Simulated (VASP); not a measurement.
# Nb2BS (P6_3/mmc) in VASP: a series of runs, part 2 of 2

VASP 6.6.1. Earlier steps stand in the parts before.

## Step 3: Electric field gradients, PBE+D3

Contents of INCAR:

```
SYSTEM = Nb2BS
  PREC = Accurate
  ENCUT = 520
  EDIFF = 1E-8
  ISMEAR = -1
  SIGMA = 0.02
  LREAL = .False.
  LASPH = .True.
  NELM = 100
  ALGO = Normal
  ISIF = 2
  LWAVE = .False.
  LCHARG = .False.
  GGA = PE
  IVDW = 11
  LEFG = .True.
```

Contents of Nb2BS.cif:

```cif
data_Nb2BS
_cell_length_a 3.37300892
_cell_length_b 3.37300892
_cell_length_c 11.69779600
_cell_angle_alpha 90.00000000
_cell_angle_beta 90.00000000
_cell_angle_gamma 120.00000000
_space_group_name_H-M_alt 'P6_3/mmc'
_space_group_name_Hall '-P 6c 2c'
_space_group_IT_number 194
loop_
_space_group_symop_operation_xyz
'x,y,z'
'-x,-y,-z'
'x-y,x,z+1/2'
'-x+y,-x,-z+1/2'
'-y,x-y,z'
'y,-x+y,-z'
'-x,-y,z+1/2'
'x,y,-z+1/2'
'-x+y,-x,z'
'x-y,x,-z'
'y,-x+y,z+1/2'
'-y,x-y,-z+1/2'
'-y,-x,-z+1/2'
'y,x,z+1/2'
'-x,-x+y,-z'
'x,x-y,z'
'-x+y,y,-z+1/2'
'x-y,-y,z+1/2'
'y,x,-z'
'-y,-x,z'
'x,x-y,-z+1/2'
'-x,-x+y,z+1/2'
'x-y,-y,-z'
'-x+y,y,z'
loop_
_atom_site_label
_atom_site_type_symbol
_atom_site_symmetry_multiplicity
_atom_site_Wyckoff_symbol
_atom_site_fract_x
_atom_site_fract_y
_atom_site_fract_z
_atom_site_occupancy
Nb1 Nb 4 f 0.3333333333 0.6666666667 0.3997840000 1
S1 S 2 d 0.6666666667 0.3333333333 0.2500000000 1
B1 B 2 a 0.0000000000 0.0000000000 0.5000000000 1
```

Contents of KPOINTS:

```
regular mesh
0
Gamma
  9 9 3
  0 0 0
```

Contents of POSCAR:

```
Nb S  B 
 1.0000000000000000
     3.3730089200000002    0.0000000000000000    0.0000000000000000
    -1.6865044599999994    2.9211114119115136    0.0000000000000000
     0.0000000000000000    0.0000000000000000   11.6977960000000003
 Nb  S   B  
   4   2   2
Cartesian
 -0.0000000001686499  1.9474076080383793  4.6765916760639996
  1.6865044601686512  0.9737038038731343  7.0212043239360016
  1.6865044598313499  0.9737038038731340 10.5254896760639998
  0.0000000001686507  1.9474076080383798  1.1723063239360003
  1.6865044601686507  0.9737038038731340  2.9244490000000001
 -0.0000000001686501  1.9474076080383798  8.7733470000000011
  0.0000000000000000  0.0000000000000000  5.8488980000000002
  0.0000000000000000  0.0000000000000000  0.0000000000000000
```

Potentials or basis: VASP PAW PBE potentials, release 64 (Nb_sv, S, B).

The run is started by

```console
$ ase convert -i cif -o vasp Nb2BS.cif POSCAR
$ cat potpaw_PBE.64/Nb_sv/POTCAR potpaw_PBE.64/S/POTCAR potpaw_PBE.64/B/POTCAR > POTCAR
$ mpirun -np 1 vasp_std > vasp.out
```

OUTCAR:

```text
SYSTEM = Nb2BS
   PREC = Accurate
   ENCUT = 520
   EDIFF = 1E-8
   ISMEAR = -1
   LREAL = .False.
   LASPH = .True.
   NELM = 100
   ISIF = 2
   GGA = PE
   IVDW = 11
 IVDW          = 11

 ion  position               nearest neighbor table
   1  0.333  0.667  0.400-   7 2.27   7 2.27   7 2.27   5 2.62   5 2.62   5 2.62   2 3.05   2 3.05
                             2 3.05
   2  0.667  0.333  0.600-   7 2.27   7 2.27   7 2.27   6 2.62   6 2.62   6 2.62   1 3.05   1 3.05
                             1 3.05
   3  0.667  0.333  0.900-   8 2.27   8 2.27   8 2.27   6 2.62   6 2.62   6 2.62   4 3.05   4 3.05
                             4 3.05
   4  0.333  0.667  0.100-   8 2.27   8 2.27   8 2.27   5 2.62   5 2.62   5 2.62   3 3.05   3 3.05
                             3 3.05
[... 1345 lines left out ...]

 Electric field gradients after diagonalization (V/A^2)
 (convention: |V_zz| > |V_xx| > |V_yy|)
----------------------------------------------------------------------
 ion       V_xx      V_yy      V_zz     asymmetry (V_yy - V_xx)/ V_zz
----------------------------------------------------------------------
   1      -5.448    -5.447    10.895       0.000
   2      -5.448    -5.447    10.895       0.000
   3      -5.448    -5.447    10.895       0.000
   4      -5.448    -5.447    10.895       0.000
   5     -11.717   -11.716    23.432       0.000
   6     -11.717   -11.716    23.432       0.000
   7      -1.627    -1.627     3.255       0.000
   8      -1.627    -1.627     3.255       0.000
----------------------------------------------------------------------

           NMR quadrupolar parameters

 Cq : quadrupolar parameter    Cq=e*Q*V_zz/h
 eta: asymmetry parameters     (V_yy - V_xx)/ V_zz
 Q  : nuclear electric quadrupole moment in mb (millibarn)
----------------------------------------------------------------------
 ion       Cq(MHz)       eta       Q (mb)
----------------------------------------------------------------------
   1       0.026       0.000       1.000
   2       0.026       0.000       1.000
   3       0.026       0.000       1.000
   4       0.026       0.000       1.000
   5       0.057       0.000       1.000
   6       0.057       0.000       1.000
   7       0.008       0.000       1.000
   8       0.008       0.000       1.000
----------------------------------------------------------------------
```

OSZICAR:

```text
N       E                     dE             d eps       ncg     rms          rms(c)
DAV:   1     0.819508216153E+03    0.81951E+03   -0.38025E+04  2024   0.170E+03
DAV:   2    -0.264605312327E+01   -0.82215E+03   -0.80905E+03  2450   0.665E+02
DAV:   3    -0.746890468884E+02   -0.72043E+02   -0.71204E+02  3304   0.148E+02
DAV:   4    -0.803143450674E+02   -0.56253E+01   -0.55897E+01  3232   0.359E+01
DAV:   5    -0.806217327447E+02   -0.30739E+00   -0.30648E+00  3424   0.887E+00    0.214E+01
DAV:   6    -0.693746121535E+02    0.11247E+02   -0.64460E+01  2696   0.359E+01    0.799E+00
DAV:   7    -0.697971628659E+02   -0.42255E+00   -0.52617E+00  3304   0.109E+01    0.405E+00
DAV:   8    -0.697683808910E+02    0.28782E-01   -0.58822E-01  2728   0.412E+00    0.189E+00
DAV:   9    -0.697676669340E+02    0.71396E-03   -0.92406E-02  3512   0.195E+00    0.293E-01
DAV:  10    -0.697675450144E+02    0.12192E-03   -0.11609E-02  3134   0.609E-01    0.185E-01
DAV:  11    -0.697676938478E+02   -0.14883E-03   -0.12014E-03  3088   0.224E-01    0.467E-02
DAV:  12    -0.697676699409E+02    0.23907E-04   -0.18190E-04  3196   0.686E-02    0.176E-02
DAV:  13    -0.697676748379E+02   -0.48970E-05   -0.12661E-05  3360   0.271E-02    0.421E-03
DAV:  14    -0.697676753848E+02   -0.54690E-06   -0.16793E-06  3576   0.692E-03    0.196E-03
DAV:  15    -0.697676756513E+02   -0.26650E-06   -0.18851E-07  3016   0.302E-03    0.990E-04
DAV:  16    -0.697676757077E+02   -0.56452E-07   -0.39227E-08  2136   0.102E-03    0.138E-04
DAV:  17    -0.697676757173E+02   -0.95561E-08   -0.48454E-09  1728   0.499E-04
   1 F= -.72745887E+02 E0= -.72744420E+02  d E =-.293413E-02
```

stdout:

```text
POSCAR found type information on POSCAR NbS B
 POSCAR found :  3 types and       8 ions
 scaLAPACK will be used
 LDA part: xc-table for (Slater+PW92), standard interpolation
 POSCAR, INCAR and KPOINTS ok, starting setup
 FFT: planning ... GRIDC
 FFT: planning ... GRID_SOFT
 FFT: planning ... GRID
 WAVECAR not read
 entering main loop
ion   1

ion   2

ion   3

ion   4

ion   5

ion   6

ion   7

ion   8
```

Run time: 1.7 min. Hardware: 1 thread of Intel Xeon 6975P-C (Granite Rapids), shared host; peak memory 0.3 GiB.

What came out:

- Free energy: -72.7459 eV
- Pressure: -7.6 GPa
- Largest force: 0.183 eV/Å
- Band gap on the k mesh: none (metal or under the smearing width)
- Dispersion energy per atom: -0.372 eV

Forces in eV/Å, atoms in the order of the input:
```
Nb   0.000  0.000 -0.183
Nb   0.000  0.000  0.183
Nb   0.000  0.000 -0.183
Nb   0.000  0.000  0.183
S    0.000  0.000  0.000
S    0.000  0.000  0.000
B    0.000  0.000  0.000
B    0.000  0.000  0.000
```

Electric field gradients, principal values (V/Å²):
```tsv
atom	Vxx	Vyy	Vzz
1 Nb	-5.447	-5.448	10.895
2 Nb	-5.447	-5.448	10.895
3 Nb	-5.447	-5.448	10.895
4 Nb	-5.447	-5.448	10.895
5 S	-11.716	-11.717	23.432
6 S	-11.716	-11.717	23.432
7 B	-1.627	-1.627	3.255
8 B	-1.627	-1.627	3.255
```

Caveat: pairwise dispersion overbinds metals, which lowers pressure and volume.

## Step 4: The reference run

An earlier run on the cell as given: functional PBE; potentials or basis VASP PAW PBE potentials, release 64 (Nb_sv, S, B); cutoff 520 eV; k mesh 9 × 9 × 3; occupations fermi-dirac, width 0.05 eV; no spin polarisation.

- Pressure: -2.4 GPa
- Largest force: 0.149 eV/Å
- Band gap on the k mesh: none (metal or under the smearing width)

## Step 5: Summary

| task | level | smearing | gap on the mesh (eV) | pressure (GPa) | largest force (eV/Å) |
| --- | --- | --- | --- | --- | --- |
| optical spectrum | rev-vdW-DF2 | gaussian 0.05 eV | none | -4.2 | 0.17 |
| electric field gradients | PBE+D3 | fermi-dirac 0.02 eV | none | -7.6 | 0.18 |
| single point | PBE | fermi-dirac 0.05 eV | none | -2.4 | 0.15 |

Alike in all rows: potentials or basis VASP PAW PBE potentials, release 64 (Nb_sv, S, B); no spin polarisation; cell as given; k mesh 9 × 9 × 3; cutoff (eV) 520.

Every run on the cell as given and a fine mesh finds a metal. The pressure there spans -7.6 GPa (PBE+D3) to -2.4 GPa (PBE); a positive pressure means that this level wants a larger cell, a negative one a smaller.

Caveats: spectra need much finer meshes, so this one isn't converged (some runs); independent-particle spectra lack excitons (some runs); the intraband (Drude) part of a metal's response may be missing (some runs); the PAW data sets were made with another functional, which shifts forces and pressure a little (some runs); pairwise dispersion overbinds metals, which lowers pressure and volume (some runs).

Absolute energies hang on the potentials; compare differences alone.
